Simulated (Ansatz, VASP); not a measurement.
**Se: VASP beside Ansatz**

One calculation is typed for both programs; each brings its own data sets and cutoff. How far apart do they land? The cell is taken from a series of VASP runs on this material, whose earlier steps may have relaxed, scaled or displaced it; both programs get it as it stands.

Method: plane waves, with VASP 6.6.1 beside it; relaxation of cell and atoms at r2SCAN, in Ansatz 0.2.0.

## Step 1: The starting structure

It takes space group P3_121 (No. 152, trigonal). The conventional cell has a = 4.497 Å, b = 4.497 Å, c = 4.991 Å, α = 90.00°, β = 90.00°, γ = 120.00°. Se has 2 Se at 2.37 Å nearest.

As a file:

```
Se
1.0
     4.49701    0.00000    0.00000
    -2.24851    3.89453    0.00000
     0.00000    0.00000    4.99080
Se
3
Direct
  0.78240 0.78240 0.00000
  0.00000 0.21760 0.66667
  0.21760 0.00000 0.33333
```

## Step 2: VASP: relaxation of cell and atoms, r2SCAN

The relaxed volume is the usual yardstick between codes: its relative difference is about their pressure difference at one cell divided by the bulk modulus.

Lines of VASP's logs that name or quote its potential files are left out, and so is its time.

Contents of INCAR:

```
SYSTEM = Se
PREC = Accurate
ENCUT = 520
EDIFF = 1E-07
NELM = 100
ISMEAR = 0
SIGMA = 0.03
LREAL = .FALSE.
ALGO = Normal
METAGGA = R2SCAN
LASPH = .TRUE.
NBANDS = 15
LORBIT = 11
LWAVE = .FALSE.
LCHARG = .FALSE.
KPAR = 4
IBRION = 2
NSW = 50
ISIF = 3
EDIFFG = -0.005
```

Contents of POSCAR:

```
Se
1.0
    4.4970104820      0.0000000000      0.0000000000
   -2.2485052410      3.8945253185      0.0000000000
    0.0000000000      0.0000000000      4.9908020519
Se
3
Direct
    0.7824005051      0.7824005051      0.0000000000
    0.0000000000      0.2175994949      0.6666666667
    0.2175994949      0.0000000000      0.3333333333
```

Contents of KPOINTS:

```
Automatic mesh
0
Gamma
8 8 6
0 0 0
```

The projector-augmented-wave data sets are Se (PBE family, release 64).

Run with:

```console
$ mpirun -np 4 vasp_std
```

Numbers of over 12 decimals in the logs are rounded to 6 here.

Log:

```text
[banner, memory and clock lines left out]
running    4 mpi-ranks, on    1 nodes
 distrk:  each k-point on    1 cores,    4 groups
 distr:  one band on    1 cores,    1 groups

 POSCAR found type information on POSCAR Se
 POSCAR found :  1 types and       3 ions
|                                                                             |
|               ----> ADVICE to this user running VASP <----                  |
|                                                                             |
|     You enforced a specific xc type in the INCAR file but a different       |
|     [... a line on the potential file left out ...]
|     I HOPE YOU KNOW WHAT YOU ARE DOING!                                     |
|                                                                             |

 LDA part: xc-table for (None), standard interpolation
 POSCAR, INCAR and KPOINTS ok, starting setup
 FFT: planning ... GRIDC
 FFT: planning ... GRID_SOFT
 FFT: planning ... GRID
 WAVECAR not read
 entering main loop
       N       E                     dE             d eps       ncg     rms          rms(c)
DAV:   1     0.502167791997E+02    0.50217E+02   -0.73925E+03  1500   0.102E+03
DAV:   2    -0.406555321929E+02   -0.90872E+02   -0.86314E+02  1965   0.160E+02
DAV:   3    -0.464510389879E+02   -0.57955E+01   -0.57685E+01  1794   0.472E+01
DAV:   4    -0.464950071950E+02   -0.43968E-01   -0.43943E-01  1899   0.486E+00
DAV:   5    -0.464953311031E+02   -0.32391E-03   -0.32389E-03  1857   0.419E-01    0.696E+00
DAV:   6    -0.429162128059E+02    0.35791E+01   -0.53198E-01  1535   0.568E+00    0.483E+00
DAV:   7    -0.429315851379E+02   -0.15372E-01   -0.14042E-01  2032   0.289E+00    0.902E-01
DAV:   8    -0.429275370583E+02    0.40481E-02   -0.11350E-02  1724   0.749E-01    0.144E-01
DAV:   9    -0.429279846705E+02   -0.44761E-03   -0.10660E-03  2039   0.205E-01    0.706E-02
DAV:  10    -0.429281706178E+02   -0.18595E-03   -0.21539E-04  1689   0.116E-01    0.439E-02
DAV:  11    -0.429281851803E+02   -0.14562E-04   -0.32267E-05  1920   0.467E-02    0.817E-03
DAV:  12    -0.429281856449E+02   -0.46459E-06   -0.15224E-06  2025   0.953E-03    0.274E-03
DAV:  13    -0.429281859517E+02   -0.30685E-06   -0.33338E-07  1906   0.437E-03    0.798E-04
DAV:  14    -0.429281858896E+02    0.62097E-07   -0.14890E-08  1093   0.862E-04
   1 F= -.42928186E+02 E0= -.42928186E+02  d E =-.429282E+02
 curvature:   0.00 expect dE= 0.000E+00 dE for cont linesearch  0.000E+00
 trial: gam= 0.00000 g(F)=  0.137E-07 g(S)=  0.317E-05 ort = 0.000E+00 (trialstep = 0.100E+01)
 search vector abs. value=  0.318E-05
 reached required accuracy - stopping structural energy minimisation
```

From OUTCAR (step 2):

```text
ion  position               nearest neighbor table
   1  0.782  0.782  0.000-   3 2.37   2 2.37
   2  0.000  0.218  0.667-   1 2.37   3 2.37
   3  0.218  0.000  0.333-   1 2.37   2 2.37

  LATTYP: Found a hexagonal cell.
 ALAT       =     4.4970104820
 C/A-ratio  =     1.1098044071

 Subroutine GETGRP returns: Found  6 space group operations
 (whereof  2 operations were pure point group operations)

The static configuration has the point symmetry C_2 .
 The point group associated with its full space group is D_3 .

 Found     50 irreducible k-points:

   k-points           NKPTS =     50   k-points in BZ     NKDIM =     50   number of bands    NBANDS=     15

   dimension x,y,z NGX =    36 NGY =   36 NGZ =   40
   dimension x,y,z NGXF=    72 NGYF=   72 NGZF=   80

   ENCUT  =  520.0 eV  38.22 Ry    6.18 a.u.   8.36  8.36  9.28*2*pi/ulx,y,z

   NELECT =      18.0000    total number of electrons

 k-points in reciprocal lattice and weights: Automatic mesh
   0.00000000  0.00000000  0.00000000       0.003
   0.12500000  0.00000000  0.00000000       0.016
   0.25000000  0.00000000  0.00000000       0.016
   0.37500000  0.00000000  0.00000000       0.016
   0.50000000  0.00000000  0.00000000       0.008
   0.12500000  0.12500000  0.00000000       0.016
   0.25000000  0.12500000  0.00000000       0.031
   0.37500000  0.12500000  0.00000000       0.031
   0.25000000  0.25000000  0.00000000       0.016
[...]
0.25000000  0.25000000  0.50000000       0.016
   0.37500000  0.25000000  0.50000000       0.016

 average (electrostatic) potential at core
       1 -61.2456       2 -61.2456       3 -61.2456

 E-fermi :   1.9415

 k-point     1 :       0.0000    0.0000    0.0000
  band No.  band energies     occupation
    ...
      5      -2.2040      2.00000
      6      -1.8892      2.00000
      7      -0.2915      2.00000
      8      -0.2915      2.00000
      9       1.3775      2.00000
     10       4.0204      0.00000
     11       4.0204      0.00000
     12       4.3480      0.00000
     13       8.2579      0.00000
     14       8.8000      0.00000
    ...

 k-point     2 :       0.1250    0.0000    0.0000
  band No.  band energies     occupation
    ...
      5      -2.3582      2.00000
      6      -1.7679      2.00000
      7      -0.2934      2.00000
      8      -0.0789      2.00000
      9       1.2728      2.00000
     10       3.9701      0.00000
     11       4.0201      0.00000
     12       4.5057      0.00000
     13       8.2673      0.00000
     14       8.7399      0.00000
    ...

 k-point     3 :       0.2500    0.0000    0.0000
  band No.  band energies     occupation
    ...
      5      -2.6251      2.00000
      6      -1.7181      2.00000
      7      -0.3422      2.00000
      8       0.0298      2.00000
      9       1.0257      2.00000
     10       4.0345      0.00000
     11       4.1611      0.00000
     12       4.9351      0.00000
     13       8.3811      0.00000
     14       8.4765      0.00000
    ...

  Total        0.0090852      0.0090852      0.0056660     -0.0000000     -0.0000000     -0.0000000
  in kB        0.1665311      0.1665311      0.1038579     -0.0000000     -0.0000000     -0.0000000
  external PRESSURE =       0.1456400 kB  Pullay stress =       0.0000000 kB

  energy-cutoff  :      520.00
  volume of cell :       87.41
      direct lattice vectors                 reciprocal lattice vectors
     4.497010482  0.000000000  0.000000000     0.222369951  0.128385351  0.000000000
    -2.248505241  3.894525318  0.000000000     0.000000000  0.256770702  0.000000000
     0.000000000  0.000000000  4.990802052     0.000000000  0.000000000  0.200368596

 POSITION                                       TOTAL-FORCE (eV/Angst)
 -----------------------------------------------------------------------------------
      1.75923      3.04708      0.00000         0.000154      0.000266     -0.000000
     -0.48927      0.84745      3.32720         0.000154     -0.000266     -0.000000
      0.97855      0.00000      1.66360        -0.000308     -0.000000      0.000000
 -----------------------------------------------------------------------------------
    total drift:                                0.000001      0.000001     -0.000000

  FREE ENERGIE OF THE ION-ELECTRON SYSTEM (eV)
  ---------------------------------------------------
  free  energy   TOTEN  =       -42.9281858896 eV

  energy  without entropy=      -42.9281858896  energy(sigma->0) =      -42.92818589

 reached required accuracy - stopping structural energy minimisation

 total charge
# of ion       s       p       d       tot
------------------------------------------
    1        1.509   2.212   0.056   3.778
    2        1.509   2.212   0.056   3.778
    3        1.509   2.212   0.056   3.778
--------------------------------------------------
tot          4.527   6.637   0.169  11.333

[... 3 further parts left out ...]
```

## Step 3: Ansatz: relaxation of cell and atoms, r2SCAN

Ansatz runs on its default PAW (the set named soft_2) files.

The same cell, functional, mesh and smearing now go to Ansatz, which takes its cutoff from its data sets.

Contents of input.yaml:

```yaml
crystal:
  lattice:
    - [4.497010482, 0.0, 0.0]
    - [-2.248505241, 3.8945253185, 0.0]
    - [0.0, 0.0, 4.9908020519]
  atoms:
    - { symbol: Se, position: [0.7824005051, 0.7824005051, 0.0] }
    - { symbol: Se, position: [0.0, 0.2175994949, 0.6666666667] }
    - { symbol: Se, position: [0.2175994949, 0.0, 0.3333333333] }
hamiltonian:
  xc: r2scan
  pseudopotentials: { kind: paw }
kpoints:
  mp_grid: { grid: [8, 8, 6] }
scf:
  occupations: { method: gaussian, width: 0.03 }
relax:
  f_tol: 0.01
  max_steps: 60
  cell: { stress_tol: 0.05 }
output:
  forces: true
  stress: true
  write_density: true
  write_potential: true
  elf: true
  volumetric_format: npy
```

Run with:

```console
$ ansatz run input.yaml --threads 4 --pin off --max-ram 9216MiB --backend cpu --events-out ev --progress --plain --runs-dir out
```

Log:

```text
Engine: ansatz 0.2.0, aarch64-unknown-linux-gnu
Pseudopotentials: kind: paw
Pseudopotential: Se, paw, valence charge 16, recommended cutoff 500 eV (meta_gga), Se.paw.azcp
Functional definition: r2SCAN
  parameter k0 = 0.174
  parameter k1 = 0.065
  parameter a1 = 4.9479
  exchange = r2scan_x(k0 = k0, k1 = k1, a1 = a1)
  correlation = r2scan_c
Crystal: 3 atoms, lattice volume = 87.408 Å³
Basis set: ecut = 500 eV, 2209 PW (Γ), exchange–correlation on 144×144×160 points (64 copies of the dense FFT grid, shifted against one another)
Bands: 29, of which v1, the nominal top of the filled ones, is band 24 counted from 1 (23 counted from 0)
Symmetry: 6 space group operations
Space group: P3121 (ITA 152), of the structure as read, at distance tolerance 4.4e-5 Å
k-points: 50 of 384 (time reversal used)
Non-local potential: Se, projectors of the file, l = 0: 2, l = 1: 2, l = 2: 3, l = 3: 1
PAW form: soft (Blöchl's): semilocal exchange-correlation on the pseudo side does not see the compensation charge
PAW frozen core: Se, regenerated for the run's functional (the file was generated under x = pbe(κ = 0.804, μ = 0.219515), c = pbe(β = 0.066725))
PAW one-centre angular grid: Se, 590 points (default); XC on 160 Gauss nodes
Initial density: superposition of atomic densities (neutral atoms: chi_scale 0, normalization atom), corrected by the library's trained network
Initial wavefunctions: pseudopotential atomic-orbital guess
Functional: x = r2scan, c = r2scan; τ floored in thin density (d = 2e-4 eV/Å³)
SCF iter   1: F=—  HF=-16434.371028 eV  |F-HF|=—  |Δ(HF+E_count)|=         —  Δρ=2.84e-3  dr2=4.71e-3  dr2_τ=9.28e-3  ethr=1.77e-3  ⟨swp⟩=6.3  Hψ=6266  notcnv=0
preconditioner: auto → Resta (q_TF=auto, 2.469 Å⁻¹)  ε∞=3.4  [insulator: Δε(μ)=1.424 eV  Ē_g=10.920 eV  σ=0.030 eV  W_gap=1.00  n_scr=20 (ndim 8)  ℏωp=16.9 eV  f_vac=0.129  D(μ)=0.00/eV (n_scr^D=0)  ε∞_Penn≈3.4]
SCF iter   2: F=—  HF=-16434.379168 eV  |F-HF|=—  |Δ(HF+E_count)|=   8.14e-3  Δρ=1.73e-3  dr2=1.58e-3  dr2_τ=3.31e-5  ethr=9.81e-6  ⟨swp⟩=2.0  Hψ=3250  notcnv=0  defer=50
SCF iter   3: F=—  HF=-16434.379702 eV  |F-HF|=—  |Δ(HF+E_count)|=   5.34e-4  Δρ=6.33e-4  dr2=2.21e-4  dr2_τ=4.65e-6  ethr=3.30e-6  ⟨swp⟩=2.0  Hψ=1872  notcnv=0  defer=50
SCF iter   4: F=—  HF=-16434.379829 eV  |F-HF|=—  |Δ(HF+E_count)|=   1.27e-4  Δρ=9.97e-5  dr2=8.32e-6  dr2_τ=2.57e-7  ethr=4.61e-7  ⟨swp⟩=2.0  Hψ=1850  notcnv=0  defer=50
SCF iter   5: F=—  HF=-16434.379835 eV  |F-HF|=—  |Δ(HF+E_count)|=   6.26e-6  Δρ=1.74e-5  dr2=2.97e-7  dr2_τ=7.14e-9  ethr=1.73e-8  ⟨swp⟩=2.0  Hψ=1850  notcnv=0  defer=50
SCF iter   6: F=-16434.379835 eV  HF=-16434.379835 eV  |F-HF|=7.60e-9  |Δ(HF+E_count)|=   2.12e-7  Δρ=2.82e-6  dr2=6.44e-9  dr2_τ=1.87e-10  ethr=2.08e-10  ⟨swp⟩=8.0  Hψ=8353  notcnv=0
SCF 1 converged in 6 iterations: F = -16434.379835 eV  dr2 = 6.44e-9
  Residual-converged pass: ⟨swp⟩=1.0  Hψ=1651  notcnv=0  max |occ|·‖R‖ = 7.0e-9 eV (tolerance 1.0e-8 eV)  dr2=6.44e-9  dr2_τ=1.87e-10  dr2_onsite=1.60e-9  max |Δocc| = 5.6e-256
  greatest PAW one-centre occupation: 1.000 electrons in one spin orbital (limit 2), on the Se atom at site 1 (counted from 0), in its partial waves of l = 2
relax step   1: F+E_penalty+E_count = -16434.37983520 eV  Δ(F+E_penalty+E_count) = +0.000e0 eV  max|allowed force component| = 1.766e-3 eV/Å  Δτ_max = 0.0000 Å  P = +0.041 GPa  Ω = 87.408 Å³  (6 SCF iters, dr2 threshold 1.00e-7 eV, accepted)
[...]
relax step   2: F+E_penalty+E_count = -16434.37985335 eV  Δ(F+E_penalty+E_count) = -1.815e-5 eV  max|allowed force component| = 5.352e-6 eV/Å  Δτ_max = 0.0019 Å  P = -0.012 GPa  Ω = 87.677 Å³  energy of the carried Pulay correction = -1.068e-5 eV  (5 SCF iters, dr2 threshold 7.88e-9 eV, accepted)
[...]
relax step   3: F+E_penalty+E_count = -16434.37986418 eV  Δ(F+E_penalty+E_count) = -1.083e-5 eV  max|allowed force component| = 1.259e-6 eV/Å  Δτ_max = 0.0000 Å  P = -0.012 GPa  Ω = 87.677 Å³  stress off target by 4.73e-2 GPa  SCF on the basis re-selected at this cell (its energy is not comparable with the rows above)  (4 SCF iters)
basis re-selected at this cell: Δ(F+E_penalty+E_count) = -1.083e-5 eV, ΔP = +0.000 GPa vs the last step (what re-selecting the basis moved, of the pressure what is left beyond the Pulay correction that the steps carried, after the strain that the cell walked since its last selection, with what the two solves' SCF thresholds leave and, on support functions, any second-order correction that the steps lacked; it is no m [...]
SCF converged after 4 iterations
Free energy (F): -16434.379864 eV
Harris-Foulkes:  -16434.379864 eV  (|F-HF|=1.09e-10)
Internal energy: -16434.379864 eV  (E = F + TS)
E sigma→0 (E₀):  -16434.379864 eV
Fermi energy:    6.392858 eV
--- Per-component energies (eV) ---
  E_band       = -1308.296985
  E_kinetic    = 351.128538
  E_local      = -8030.053086  (includes V_loc(G=0)·N_el)
  E_nonlocal   = -1781.809322
  E_hartree    = 3917.431693
  E_xc         = -292.145346
  E_vxc        = -314.182241  (∫ρ·V_xc dr)
  E_paw        = -5777.483500  (= ΣΔE_a)
  E_vpaw       = 615.829176  (= ΣTr[D̂ρ^β])
  E_aug_tail   = -0.000622  (compensation charges beyond the density's cutoff)
  E_vtau       = 15.927068  (kinetic-family band-sum trace: ∫τ·v_τ [+ j·A + Jᵃ·Aᵃ] dr)
  E_ewald      = -4816.153908
  E_core_change = -5.294311  (= ΣΔE_core)
  E_smearing   = -0.000000  (= −TS)
  E_closure    = -0.000000  (closes the sum)
  Σ components = -16434.379864   (vs F -16434.379864, Δ=0.00e0)
--- Forces (eV/Å), atoms counted from 1 ---
  atom   1  Se    -0.00000063    -0.00000109    -0.00000000
  atom   2  Se    -0.00000063     0.00000109    -0.00000000
  atom   3  Se     0.00000126    -0.00000000    -0.00000000
  max |Σ_I F_I| component: 6.13e-17 eV/Å
--- Stress (GPa, compression-positive) ---
        0.005459       0.000000       0.000000
        0.000000       0.005459       0.000000
        0.000000       0.000000      -0.047286
  P = ⅓ Tr σ = -0.0121 GPa (-0.121 kbar)
--- Band table (eV; the first three rows and the last of 50) ---
  k-point 0: bands = [... 20 lower, 2.0316, 3.6196, 3.6196, 5.2862, 7.9379, 7.9379, 8.2686, 12.1607, ... 1 higher]
  k-point 1: bands = [... 20 lower, 2.0830, 3.7071, 3.8696, 5.0817, 7.6945, 7.7669, 8.0384, 12.7736, ... 1 higher]
  k-point 2: bands = [... 20 lower, 2.1861, 3.9530, 4.3413, 4.6373, 7.3772, 7.4059, 7.6185, 12.8923, ... 1 higher]
  k-point 49: bands = [... 20 lower, 0.9996, 4.6618, 5.0972, 5.5664, 7.1016, 8.6821, 8.8333, 12.6227, ... 1 higher]
--- Relaxed structure (2 steps of the walk, 2 accepted, 1 SCFs on fresh bases) ---
  F+E_penalty+E_count = -16434.37986418 eV   max|allowed force component| = 1.259e-6 eV/Å   (the final SCF, on the basis selected at the relaxed cell)
  cell:  # Å, volume = 87.6768 Å³
    - [4.501631, 0.0, 6.822788426722156e-19]
    - [-2.250816, 3.898527, -3.411394213361058e-19]
    - [7.571960664989833e-19, 0, 4.995904]
  atoms:
    - { symbol: Se, position: [0.782824, 0.782824, 0] }
    - { symbol: Se, position: [1.376565126277825e-17, 0.217176, 0.666667] }
    - { symbol: Se, position: [0.217176, 0, 0.333333] }
```

Wall time 19 s (4 threads of Arm Neoverse V1, shared host); peak memory 0.63 GiB; 74 s of CPU time.

## Step 4: Differences

Known differences besides the potentials themselves: VASP keeps PBE cores, Ansatz makes them for the functional; both relaxations stop at a tolerance, which leaves soft axes loose, and VASP keeps its plane-wave basis; the data sets hold 48 valence electrons in Ansatz (default PAW (the set named soft_2) files) and 18 in VASP; the cutoff is 500 eV in Ansatz and 520 eV in VASP; Ansatz adds a Pulay correction to the stress that steers its cell, VASP none. Total energies have different zeros and are not compared.

Compared:

```csv
quantity,Ansatz,VASP,difference
volume (Å³),87.68,87.41,+0.31 %
"edge a after relaxation, in the typed setting (Å)",4.502,4.497,+0.10 %
"edge c after relaxation, in the typed setting (Å)",4.996,4.991,+0.10 %
```

The walks stopped with -0.01 GPa left in Ansatz and 0.01 GPa in VASP; each walk ends within a tolerance, so the volume difference is uncertain by about these residues over the bulk modulus, most in soft cells.

## Step 5: Summary of results

| Property | Result |
| --- | --- |
| difference in volume (relaxation of cell and atoms, r2SCAN) | 0.31 % |

**Reading.** The difference in volume is 0.31 % (relaxation of cell and atoms, r2SCAN), within the 1.2 % picked in this series as the mark of a large difference, as far as the stopping tolerances let one tell. How closely two codes agree says nothing of how well the functional describes the real material.

[Lines on the potential files, build, host, timing and source positions are cut from VASP's logs without a mark.]

[Logs are printed without paths, hosts, clocks, repeated set-up lines and the standing remarks that a program may print on its own settings, such as how far it seeks lower states.]

[Hosts, paths, dates, database ids (printed as entryN), source tags and the programs' standing remarks are cut or masked in the printed files.]
